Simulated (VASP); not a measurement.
Given:

```yaml
crystal:
  lattice:
    - [1.89426, -7.45633, 0.00000]
    - [1.89426, 7.45633, 0.00000]
    - [0.00000, 0.00000, 3.76694]
  atoms:
    - { symbol: Ge, position: [0.94053, 0.05947, 0.25000] }
    - { symbol: Ge, position: [0.05947, 0.94053, 0.75000] }
    - { symbol: Ge, position: [0.24989, 0.75011, 0.25000] }
    - { symbol: Ge, position: [0.75011, 0.24989, 0.75000] }
    - { symbol: Zr, position: [0.60467, 0.39533, 0.25000] }
    - { symbol: Zr, position: [0.39533, 0.60467, 0.75000] }
```

All values below come from PBEsol GGA, VASP's PBE PAW potentials (set 64) (plane waves; VASP 6.6.1). Numerical set-up: 400 eV cut-off, Gaussian smearing of 0.050 eV, potentials Ge_d Zr_sv.

### Question
Give the energies of bands 34 to 47 at the high-symmetry points, in eV from the Fermi level.

### Answer

| band | Γ | Y | C0 | Z | A0 | T | S | R |
|---|---|---|---|---|---|---|---|---|
| 34 | -2.89 | -2.99 | -4.00 | -5.11 | -5.71 | -3.94 | -4.33 | -5.71 |
| 35 | -2.88 | -2.75 | -3.22 | -2.46 | -3.54 | -2.99 | -3.23 | -3.63 |
| 36 | -2.82 | -2.42 | -2.98 | -2.46 | -3.54 | -2.99 | -2.62 | -3.63 |
| 37 | -2.25 | -2.27 | -1.55 | -1.75 | -3.16 | -2.27 | -1.62 | -3.15 |
| 38 | -2.10 | -1.80 | -1.39 | -1.75 | -3.16 | -2.27 | -1.53 | -3.15 |
| 39 | -2.09 | -1.46 | -0.73 | 0.04 | -2.32 | -0.66 | -0.66 | -2.31 |
| 40 | -0.32 | -0.10 | -0.45 | 0.04 | -2.32 | -0.66 | -0.39 | -2.31 |
| 41 | 1.20 | 1.15 | -0.09 | 0.34 | 2.08 | -0.09 | -0.22 | 2.12 |
| 42 | 1.40 | 1.15 | 0.93 | 0.34 | 2.08 | -0.09 | 0.62 | 2.12 |
| 43 | 1.50 | 1.42 | 1.10 | 1.88 | 2.67 | 2.21 | 1.11 | 2.70 |
| 44 | 1.89 | 1.55 | 2.01 | 1.88 | 2.67 | 2.21 | 2.11 | 2.70 |
| 45 | 2.09 | 2.03 | 2.09 | 2.07 | 2.85 | 2.75 | 2.16 | 2.91 |
| 46 | 2.15 | 2.22 | 2.15 | 2.07 | 2.85 | 2.75 | 2.38 | 2.91 |
| 47 | 2.63 | 2.23 | 2.88 | 2.64 | 3.18 | 3.25 | 3.08 | 3.15 |

It has no gap at this level: it comes out as a metal or semimetal.

The structure was generated: ZrGe2 was put into the C49 type (Cmcm), which need not be its known phase. It was relaxed first.
